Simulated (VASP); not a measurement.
Output of a VASP run:

### OSZICAR
```
       N       E                     dE             d eps       ncg     rms          rms(c)
DAV:   1     0.732672918802E+02    0.73267E+02   -0.77680E+03  3214   0.141E+03
DAV:   2    -0.120785456717E+02   -0.85346E+02   -0.82283E+02  3439   0.324E+02
DAV:   3    -0.135688328293E+02   -0.14903E+01   -0.14778E+01  3644   0.422E+01
DAV:   4    -0.135764574482E+02   -0.76246E-02   -0.76241E-02  3463   0.335E+00
DAV:   5    -0.135765186285E+02   -0.61180E-04   -0.61179E-04  3576   0.302E-01    0.208E+01
DAV:   6    -0.130861921242E+02    0.49033E+00   -0.57450E-01  3397   0.101E+01    0.832E+00
DAV:   7    -0.129564692042E+02    0.12972E+00   -0.31676E-01  3499   0.707E+00    0.668E-01
DAV:   8    -0.129529172092E+02    0.35520E-02   -0.46174E-03  3304   0.104E+00    0.174E-01
DAV:   9    -0.129526646648E+02    0.25254E-03   -0.28948E-04  3592   0.219E-01    0.388E-02
DAV:  10    -0.129526610084E+02    0.36564E-05   -0.19203E-05  3475   0.629E-02    0.349E-03
DAV:  11    -0.129526612302E+02   -0.22177E-06   -0.22702E-07  1998   0.690E-03
   1 F= -.12456612E+02 E0= -.12456417E+02  d E =-.124566E+02
```

File OUTCAR:
```
------------------------ aborting loop because EDIFF is reached ----------------------------------------
  FORCE on cell =-STRESS in cart. coord.  units (eV):
  Direction    XX          YY          ZZ          XY          YZ          ZX
  --------------------------------------------------------------------------------------
  Total        0.4807499      0.4807499      0.4807499      0.0000000     -0.0000000      0.0000000
  in kB       48.4578812     48.4578812     48.4578812      0.0000000     -0.0000000      0.0000000
  external PRESSURE =      -1.5421188 kB  Pullay stress =      50.0000000 kB
  volume of cell :       15.90
      direct lattice vectors                 reciprocal lattice vectors
    -1.583926884  1.583926884  1.583926884     0.000000000  0.315671137  0.315671137
     1.583926884 -1.583926884  1.583926884     0.315671137  0.000000000  0.315671137
     1.583926884  1.583926884 -1.583926884     0.315671137  0.315671137  0.000000000
 POSITION                                       TOTAL-FORCE (eV/Angst)
 -----------------------------------------------------------------------------------
      0.00000      0.00000      0.00000        -0.000000      0.000000     -0.000000
 -----------------------------------------------------------------------------------
    total drift:                                0.000000     -0.000000      0.000000
  FREE ENERGIE OF THE ION-ELECTRON SYSTEM (eV)
  ---------------------------------------------------
  free  energy   TOTEN  =       -12.9526612302 eV

  energy  without entropy=      -12.9520768238  energy(sigma->0) =      -12.95246643
  enthalpy is  TOTEN    =       -12.4566119725 eV   P V=        0.4960492577

 reached required accuracy - stopping structural energy minimisation
```
(Selected blocks of OUTCAR.)

POSCAR:
```
W
1
   -1.5839268844     1.5839268844     1.5839268844
    1.5839268844    -1.5839268844     1.5839268844
    1.5839268844     1.5839268844    -1.5839268844
W
1
Direct
  0.0000000000   0.0000000000   0.0000000000
```

Q: Write an INCAR and KPOINTS that could have produced this output.

A: This is not unique; one that fits is the input of the run itself, PBE GGA, plane waves, VASP's PBE PAW potentials (set 64).

File KPOINTS:
```
Automatic mesh
0
Gamma
16 16 16
0 0 0
```

INCAR:
```
# general
SYSTEM =W
PREC   =Accurate
ENCUT  =500
LREAL  =F
LASPH  =T

# electronic loop
EDIFF  =1E-6
NELM   =100
ALGO   =Normal
LMAXMIX=6

# smearing
ISMEAR =1
SIGMA  =0.1

# functional
GGA    =PE

# ions
IBRION =2
NSW    =40
ISIF   =3
EDIFFG =-0.02
PSTRESS=50

# output
LWAVE  =F
LCHARG =F
```

POTCAR, in this order: W_sv (PBE.64 set). Program: vasp_std.

The compound is W in the bcc structure. It was relaxed first under an external pressure of 5 GPa.
